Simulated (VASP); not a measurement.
Here is the system:

```xyz
2
Lattice="3.9927 -2.2144 -0.0244 3.9927 2.2144 -0.0244 2.7869 0.0000 3.6166" Properties=species:S:1:pos:R:3 pbc="T T T"
Sb     2.5380     0.0000     0.8406
Sb     8.2343     0.0000     2.7272
```

Method: vdW-DF-cx, VASP's PBE PAW potentials (set 64) (plane waves; VASP). Run with 520 eV cut-off, 7×7×7 Γ-centred mesh, Gaussian smearing of 0.050 eV, potentials Sb.

**Question.** The ions and cell shape at fixed volume are relaxed. Give the cell that the relaxation ends in.

**Answer.** 
```xyz
2
Lattice="4.0426 -2.1983 0.0019 4.0426 2.1983 0.0019 2.8455 0.0000 3.6164" Properties=species:S:1:pos:R:3 pbc="T T T"
Sb     2.5435     0.0000     0.8424
Sb     8.3871     0.0000     2.7778
```
Space group R-3m (166), at a tolerance of 0.03 Å.

**Question.** How much energy does the relaxation gain?

**Answer.** The energy (σ→0) changes by -4.7 meV/atom, in 6 ionic steps.

The compound is Sb in the a7 structure. This cell is one point of a volume scan, at 1.06 of the reference volume. Symmetry was kept, so distortions that lower it aren't found.
